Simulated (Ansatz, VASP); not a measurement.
# One calculation of ScRu3, two programs

The input POSCAR:

```
ScRu3
1.0
    3.8350136444      0.0000000000      0.0000000000
    0.0000000000      3.8350136444      0.0000000000
    0.0000000000      0.0000000000      3.8350136444
Sc Ru
1 3
Direct
    0.0000000000      0.0000000000      0.0000000000
    0.0000000000      0.5000000000      0.5000000000
    0.5000000000      0.0000000000      0.5000000000
    0.5000000000      0.5000000000      0.0000000000
```

Contents of INCAR.step1:

```
PREC = Accurate
ENCUT = 520
ISMEAR = 0
SIGMA = 0.1
LREAL = False
LASPH = True
NELM = 100
NBANDS = 34
GGA = PE
ALGO = Normal
EDIFF = 1E-4
LWAVE = True
LCHARG = False
```

Contents of INCAR.step2:

```
PREC = Accurate
ENCUT = 520
EDIFF = 1E-7
ISMEAR = 0
SIGMA = 0.1
LREAL = False
LASPH = True
NELM = 100
ALGO = Normal
ISIF = 2
LWAVE = False
LCHARG = False
METAGGA = R2SCAN
LMIXTAU = True
NBANDS = 34
ISTART = 1
```

File KPOINTS:

```
Automatic mesh
0
Gamma
  10 10 10
```

Input for Ansatz:

```yaml
crystal:
  lattice:
    - [3.8350136444, 0.0, 0.0]
    - [0.0, 3.8350136444, 0.0]
    - [0.0, 0.0, 3.8350136444]
  atoms:
    - { symbol: Sc, position: [0.0, 0.0, 0.0] }
    - { symbol: Ru, position: [0.0, 0.5, 0.5] }
    - { symbol: Ru, position: [0.5, 0.0, 0.5] }
    - { symbol: Ru, position: [0.5, 0.5, 0.0] }
basis:
  ecutwfc: 500
kpoints:
  mp_grid: { grid: [10, 10, 10] }
hamiltonian:
  xc: r2scan
scf:
  occupations: { method: gaussian, width: 0.1 }
output:
  forces: true
  stress: true
  eigenvalues: true
```

Alike in both runs: task single point; functional r2SCAN; k mesh 10 × 10 × 10; occupations gaussian, width 0.1 eV; no spin polarisation.

|  | VASP | Ansatz |
| --- | --- | --- |
| version | VASP 6.6.1 | Ansatz 0.2.0 |
| potentials or method | VASP PAW PBE potentials, release 64 (Sc_sv, Ru_pv) | scalar-relativistic, plane waves, PAW |
| plane-wave cutoff (eV) | 520 | 500 |
| valence electrons in the cell | 53 | 59 |

VASP gave:

```
gap on the k mesh at the Fermi level (eV) : none
pressure (GPa)                            : 13.9
```

Task: Estimate Ansatz's values.

Result: gap on the k mesh at the Fermi level (eV): none; pressure (GPa): 12.4.

A gap of «none» marks a metal or a gap that the smearing closes. The two sets of potentials don't hold the same shells in valence.

Caveats: the PAW data sets were made with another functional, which shifts forces and pressure a little (VASP).
